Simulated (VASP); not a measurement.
These are PBEsol GGA, VASP's PBE PAW potentials (set 64) (plane waves; VASP) values and carry that method's errors. Each cell was relaxed at this level.

Without a dispersion term in the relaxation, distances and binding between the weakly bound layers, chains or molecules are unreliable, and so is what depends on them.

### Question
Which of these has an unstable (imaginary) mode at Γ?
A) SnS2, P6_3mc (186)
B) ZrPbO3, Pm-3m (221)
C) MgSn, P4/mmm (123)
D) GeF4, I-43m (217)

### Answer
B, ZrPbO3, Pm-3m (221). Its optical Γ-point modes are 134i (×3), 69 (×3), 155 (×3), 555 (×3) cm⁻¹.
